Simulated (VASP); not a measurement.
An input for Quantum ESPRESSO's pw.x (written as the equivalent of a VASP run, and not itself run):

```
&CONTROL
  calculation = 'scf'
  pseudo_dir = './pseudo'
  outdir = './out'
  tprnfor = .true.
  tstress = .true.
/
&SYSTEM
  ibrav = 0
  nat = 2
  ntyp = 2
  ecutwfc = 58
  occupations = 'smearing'
  smearing = 'fermi-dirac'
  degauss = 0.000735
  input_dft = 'pbe'
/
&ELECTRONS
  conv_thr = 7.3e-08
  electron_maxstep = 100
/
ATOMIC_SPECIES
  Rb 85.468 Rb.upf
  Cl 35.450 Cl.upf
CELL_PARAMETERS angstrom
     0.0000000    3.2276420    3.2276420
     3.2276420    0.0000000    3.2276420
     3.2276420    3.2276420    0.0000000
ATOMIC_POSITIONS crystal
  Rb   0.0000000  0.0000000  0.0000000
  Cl   0.5000000  0.5000000  0.5000000
K_POINTS automatic
  9 9 9 0 0 0
```

Q: Write the VASP files for the same calculation (PBE).

A: One answer among several that fit: 
### KPOINTS
```
Automatic mesh
0
G
  9 9 9
```

**INCAR**
```
ALGO=Normal
EDIFF=1E-6
ENCUT=300
GGA=PE
ISIF=2
ISMEAR=-1
LASPH=.TRUE.
LCHARG=.FALSE.
LMAXMIX=4
LREAL=.FALSE.
LWAVE=.FALSE.
NELM=100
PREC=Accurate
SIGMA=0.01
SYSTEM=RbCl
```

**POSCAR**
```
RbCl
1
    0.0000000000     3.2276420000     3.2276420000
    3.2276420000     0.0000000000     3.2276420000
    3.2276420000     3.2276420000     0.0000000000
Rb Cl
1 1
Direct
  0.0000000000   0.0000000000   0.0000000000
  0.5000000000   0.5000000000   0.5000000000
```

POTCAR, in this order: Rb_sv Cl (PBE.64 set). Program: vasp_std.

Limits of the translation: the potentials are each code's own (VASP's PAW set, PseudoDojo norm-conserving files in pw.x), so ENCUT and ecutwfc are chosen apart and not converted; conv_thr bounds pw.x's estimated SCF error, while EDIFF bounds the energy change between steps.

The structure comes from a computed database's RbCl entry; how it stands against other phases isn't given here. The cell was not relaxed at this level.
